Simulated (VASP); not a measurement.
```xyz
2
Lattice="0.0000 2.1163 2.1163 2.1163 0.0000 2.1163 2.1163 2.1163 0.0000" Properties=species:S:1:pos:R:3 pbc="T T T"
N      0.0000     0.0000     0.0000
Ta     2.1163     2.1163     2.1163
```

Level of theory: r2SCAN meta-GGA, VASP's PBE PAW potentials (set 64) (plane waves; VASP 6.6.1). Run with 520 eV cut-off, 10×10×10 Γ-centred mesh, Gaussian smearing of 0.050 eV, potentials N Ta_pv.

Energy and stress use the plane-wave basis of the starting cell.

The ions, cell shape and volume are relaxed. Predict the relaxed structure.

```xyz
2
Lattice="0.0000 2.2010 2.2010 2.2010 0.0000 2.2010 2.2010 2.2010 0.0000" Properties=species:S:1:pos:R:3 pbc="T T T"
N      0.0000     0.0000     0.0000
Ta     2.2010     2.2010     2.2010
```
Space group Fm-3m (225), at a tolerance of 0.03 Å.

How do energy and volume change from the first to the last step?

The energy (σ→0) changes by -180.7 meV/atom and the volume by +12.5 %, in 5 ionic steps.

The structure was generated: TaN was put into the rocksalt type (Fm-3m), which need not be its known phase. This run relaxes it. Symmetry was kept, so distortions that lower it aren't found. VASP warned that the highest band is occupied, so more bands are needed.
